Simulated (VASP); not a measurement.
These are PBEsol GGA, VASP's PBE PAW potentials (set 64) (plane waves; VASP 6.6.1) values and carry that method's errors.

A VASP calculation is set up with these files.

**POSCAR**
```
AlN
1.0
  1.5873530930  -2.7493762006   0.0000000000
  1.5873530930   2.7493762006   0.0000000000
  0.0000000000   0.0000000000   5.0813828112
Al N
2 2
direct
  0.6666670000   0.3333330000   0.5000300776
  0.3333330000   0.6666670000   0.0000300776
  0.6666670000   0.3333330000   0.8819699224
  0.3333330000   0.6666670000   0.3819699224
```

KPOINTS:
```
Automatic mesh
0
Gamma
10 10 6
0 0 0
```

**INCAR**
```
! general
SYSTEM=AlN
PREC  =Accurate
ENCUT =520
LREAL =.FALSE.   ! projection in real space or not
LASPH =.TRUE.   ! aspherical one-centre terms

! electronic loop
EDIFF =1E-7   ! SCF stop (eV)
NELM  =100
ALGO  =Normal   ! blocked Davidson

! smearing
ISMEAR=0   ! Gaussian
SIGMA =0.05   ! width (eV)

! functional
GGA   =PS

! ions
IBRION=2   ! conjugate gradients
NSW   =30
ISIF  =4
EDIFFG=-0.01   ! ionic stop

! output
LWAVE =.FALSE.
LCHARG=.FALSE.
```

POTCAR, in this order: Al N (PBE.64 set). Program: vasp_std.

The resulting files:

File OUTCAR:
```
 ion  position               nearest neighbor table
   1  0.667  0.333  0.500-   4 1.93   4 1.93   4 1.93   3 1.94   2 3.13   2 3.13   2 3.13   2 3.13
                             2 3.13   2 3.13
   2  0.333  0.667  0.000-   3 1.93   3 1.93   3 1.93   4 1.94   1 3.13   1 3.13   1 3.13   1 3.13
                             1 3.13   1 3.13
   3  0.667  0.333  0.882-   2 1.93   2 1.93   2 1.93   1 1.94
   4  0.333  0.667  0.382-   1 1.93   1 1.93   1 1.93   2 1.94
  LATTYP: Found a hexagonal cell.
 ALAT       =     3.1747061808
 C/A-ratio  =     1.6005836515
 Subroutine PRICEL returns:
 Original cell was already a primitive cell.
 Subroutine GETGRP returns: Found 12 space group operations
The static configuration has the point symmetry C_3v.
 The point group associated with its full space group is C_6v.
The dynamic configuration has the point symmetry C_3v.
 Subroutine INISYM returns: Found 12 space group operations
 Subroutine IBZKPT returns following result:
 Found     56 irreducible k-points:

 Following reciprocal coordinates:
            Coordinates               Weight
  0.000000  0.000000  0.000000      1.000000
  0.100000  0.000000  0.000000      6.000000
  0.200000  0.000000  0.000000      6.000000
  0.300000  0.000000  0.000000      6.000000
  0.400000  0.000000  0.000000      6.000000
  0.500000 -0.000000  0.000000      3.000000
  0.100000  0.100000  0.000000      6.000000
  0.200000  0.100000  0.000000     12.000000
  0.300000  0.100000  0.000000     12.000000
  0.400000  0.100000  0.000000     12.000000
  0.200000  0.200000  0.000000      6.000000
  0.300000  0.200000  0.000000     12.000000
  0.400000  0.200000  0.000000      6.000000
  0.300000  0.300000  0.000000      6.000000
  0.000000  0.000000  0.166667      2.000000
  0.100000  0.000000  0.166667     12.000000
  0.200000  0.000000  0.166667     12.000000
  0.300000  0.000000  0.166667     12.000000
  0.400000  0.000000  0.166667     12.000000
  0.500000 -0.000000  0.166667      6.000000
  0.100000  0.100000  0.166667     12.000000
  0.200000  0.100000  0.166667     24.000000
  0.300000  0.100000  0.166667     24.000000
  0.400000  0.100000  0.166667     24.000000
  0.200000  0.200000  0.166667     12.000000
  0.300000  0.200000  0.166667     24.000000
  0.400000  0.200000  0.166667     12.000000
  0.300000  0.300000  0.166667     12.000000
  0.000000  0.000000  0.333333      2.000000
  0.100000  0.000000  0.333333     12.000000
  0.200000  0.000000  0.333333     12.000000
  0.300000  0.000000  0.333333     12.000000
  0.400000  0.000000  0.333333     12.000000
  0.500000 -0.000000  0.333333      6.000000
  0.100000  0.100000  0.333333     12.000000
  0.200000  0.100000  0.333333     24.000000
  0.300000  0.100000  0.333333     24.000000
  0.400000  0.100000  0.333333     24.000000
  0.200000  0.200000  0.333333     12.000000
  0.300000  0.200000  0.333333     24.000000
   k-points           NKPTS =     56   k-points in BZ     NKDIM =     56   number of bands    NBANDS=     12
   number of dos      NEDOS =    301   number of ions     NIONS =      4
   total plane-waves  NPLWV =  23040
   dimension x,y,z NGX =    24 NGY =   24 NGZ =   40
   dimension x,y,z NGXF=    48 NGYF=   48 NGZF=   80
   ions per type =               2   2
   PREC   = accura    normal or accurate (medium, high low for compatibility)
   ISTART =      0    job   : 0-new  1-cont  2-samecut
   ICHARG =      2    charge: 1-file 2-atom 10-const
   ISPIN  =      1    spin polarized calculation?
   LNONCOLLINEAR =      F non collinear calculations
   LSORBIT =      F    spin-orbit coupling
   INIWAV =      1    electr: 0-lowe 1-rand  2-diag
...
```

**OSZICAR**
```
       N       E                     dE             d eps       ncg     rms          rms(c)
DAV:   1     0.496636629557E+02    0.49664E+02   -0.75279E+03  1344   0.119E+03
DAV:   2    -0.312722057571E+02   -0.80936E+02   -0.74225E+02  1968   0.215E+02
DAV:   3    -0.354214230352E+02   -0.41492E+01   -0.41292E+01  1756   0.535E+01
DAV:   4    -0.354595558771E+02   -0.38133E-01   -0.38118E-01  1588   0.593E+00
DAV:   5    -0.354601223218E+02   -0.56644E-03   -0.56641E-03  1716   0.742E-01    0.113E+01
DAV:   6    -0.312815022127E+02    0.41786E+01   -0.15499E+01  1644   0.293E+01    0.415E+00
DAV:   7    -0.312629952328E+02    0.18507E-01   -0.52538E-01  1452   0.573E+00    0.275E+00
DAV:   8    -0.312313686834E+02    0.31627E-01   -0.80711E-02  1560   0.297E+00    0.483E-01
DAV:   9    -0.312268663710E+02    0.45023E-02   -0.17643E-02  1676   0.979E-01    0.245E-01
DAV:  10    -0.312271869576E+02   -0.32059E-03   -0.13365E-03  1588   0.283E-01    0.146E-01
DAV:  11    -0.312271278715E+02    0.59086E-04   -0.14248E-04  1592   0.957E-02    0.334E-02
DAV:  12    -0.312271271788E+02    0.69274E-06   -0.31894E-06  1556   0.190E-02    0.568E-03
DAV:  13    -0.312271264993E+02    0.67947E-06   -0.46603E-06  1640   0.162E-02    0.398E-03
DAV:  14    -0.312271264698E+02    0.29571E-07   -0.17420E-07   952   0.401E-03
   1 F= -.31227126E+02 E0= -.31227126E+02  d E =-.312271E+02
       N       E                     dE             d eps       ncg     rms          rms(c)
DAV:   1    -0.312275974638E+02   -0.47096E-03   -0.18869E-02  1344   0.131E+00    0.789E-02
DAV:   2    -0.312274559327E+02    0.14153E-03   -0.18555E-04  1732   0.129E-01    0.444E-02
DAV:   3    -0.312273839401E+02    0.71993E-04   -0.11421E-04  1648   0.935E-02    0.294E-03
DAV:   4    -0.312273846290E+02   -0.68895E-06   -0.84275E-06  1512   0.271E-02    0.258E-03
DAV:   5    -0.312273846015E+02    0.27503E-07   -0.18332E-07  1224   0.424E-03
   2 F= -.31227385E+02 E0= -.31227385E+02  d E =-.258132E-03
       N       E                     dE             d eps       ncg     rms          rms(c)
DAV:   1    -0.312274420246E+02   -0.57396E-04   -0.30585E-03  1344   0.530E-01    0.317E-02
DAV:   2    -0.312274190481E+02    0.22977E-04   -0.30187E-05  1736   0.519E-02    0.179E-02
DAV:   3    -0.312274073091E+02    0.11739E-04   -0.18652E-05  1648   0.378E-02    0.120E-03
DAV:   4    -0.312274074157E+02   -0.10655E-06   -0.13832E-06  1508   0.110E-02    0.105E-03
DAV:   5    -0.312274074143E+02    0.13587E-08   -0.29290E-08   772   0.175E-03
   3 F= -.31227407E+02 E0= -.31227407E+02  d E =-.280945E-03
       N       E                     dE             d eps       ncg     rms          rms(c)
DAV:   1    -0.312274313702E+02   -0.23955E-04   -0.15266E-02  1344   0.113E+00    0.182E-02
DAV:   2    -0.312274477187E+02   -0.16348E-04   -0.23532E-04  1568   0.130E-01    0.118E-02
DAV:   3    -0.312274432601E+02    0.44585E-05   -0.45597E-06  1620   0.249E-02    0.565E-03
DAV:   4    -0.312274424077E+02    0.85248E-06   -0.56461E-06  1580   0.218E-02    0.187E-03
DAV:   5    -0.312274424434E+02   -0.35744E-07   -0.80823E-07  1324   0.863E-03
   4 F= -.31227442E+02 E0= -.31227442E+02  d E =-.350291E-04
```

**OUTCAR**
```
------------------------ aborting loop because EDIFF is reached ----------------------------------------
  FORCE on cell =-STRESS in cart. coord.  units (eV):
  Direction    XX          YY          ZZ          XY          YZ          ZX
  --------------------------------------------------------------------------------------
  Total       -2.9105633     -2.9105633     -2.8956229      0.0000000      0.0000000      0.0000000
  in kB     -105.1400087   -105.1400083   -104.6003076      0.0000000      0.0000000      0.0000000
  external PRESSURE =    -104.9601082 kB  Pullay stress =       0.0000000 kB
  volume of cell :       44.35
      direct lattice vectors                 reciprocal lattice vectors
     1.585528522 -2.746215952 -0.000000000     0.315352258 -0.182068712 -0.000000000
     1.585528522  2.746215952  0.000000000     0.315352258  0.182068712  0.000000000
     0.000000000 -0.000000000  5.093084496     0.000000000 -0.000000000  0.196344671
  FREE ENERGIE OF THE ION-ELECTRON SYSTEM (eV)
  ---------------------------------------------------
  free  energy   TOTEN  =       -31.2274424434 eV

  energy  without entropy=      -31.2274424434  energy(sigma->0) =      -31.22744244

 reached required accuracy - stopping structural energy minimisation
```
(Selected blocks of OUTCAR.)

### CONTCAR
```
AlN
   1.00000000000000
     1.5855285217585342   -2.7462159516499662   -0.0000000000000000
     1.5855285217585342    2.7462159516499662    0.0000000000000000
     0.0000000000000000   -0.0000000000000000    5.0930844964347566
  Al              N
     2     2
Direct
     0.6666669999999968    0.3333330000000032    0.5005504853146158
     0.3333330000000032    0.6666669999999968    0.0005504853146157
     0.6666669999999968    0.3333330000000032    0.8814495146853892
     0.3333330000000032    0.6666669999999968    0.3814495146853893
```

File OUTCAR:
```
 val. band max:        5.4767399860   @ k =   0.0000   0.0000   0.0000

 cond. band min:       9.1127595230   @ k =   0.0000   0.0000   0.0000


 Fermi energy:         5.7502766485

 k-point     1 :       0.0000    0.0000    0.0000
  band No.  band energies     occupation
      1      -9.3127      2.00000
      2      -7.3236      2.00000
      3      -0.3022      2.00000
      4       4.6738      2.00000
      5       4.6739      2.00000
      6       5.3042      2.00000
      7       5.3042      2.00000
      8       5.4767      2.00000
      9       9.1128      0.00000
     10      11.5864      0.00000
     11      15.5069      0.00000
     12      16.1409      0.00000

 k-point     2 :       0.1000    0.0000    0.0000
  band No.  band energies     occupation
      1      -9.1925      2.00000
      2      -7.2560      2.00000
      3      -0.1565      2.00000
      4       4.1015      2.00000
      5       4.5170      2.00000
      6       4.7198      2.00000
      7       5.2803      2.00000
      8       5.4225      2.00000
      9       9.7087      0.00000
     10      12.0959      0.00000
     11      15.0412      0.00000
     12      15.3773      0.00000

 k-point     3 :       0.2000    0.0000    0.0000
  band No.  band energies     occupation
      1      -8.8483      2.00000
      2      -7.0801      2.00000
      3       0.2692      2.00000
      4       2.8233      2.00000
      5       3.6246      2.00000
      6       4.1743      2.00000
      7       5.1743      2.00000
      8       5.2263      2.00000
      9      10.7615      0.00000
     10      12.7920      0.00000
     11      13.7884      0.00000
     12      14.7042      0.00000

 k-point     4 :       0.3000    0.0000    0.0000
  band No.  band energies     occupation
      1      -8.3358      2.00000
      2      -6.8810      2.00000
      3       0.9293      2.00000
      4       1.5150      2.00000
      5       2.5455      2.00000
      6       3.8238      2.00000
...
```

The compound is AlN in the wurtzite structure. This cell is one point of a volume scan, at 1.06 of the reference volume. Symmetry was kept, so distortions that lower it aren't found.
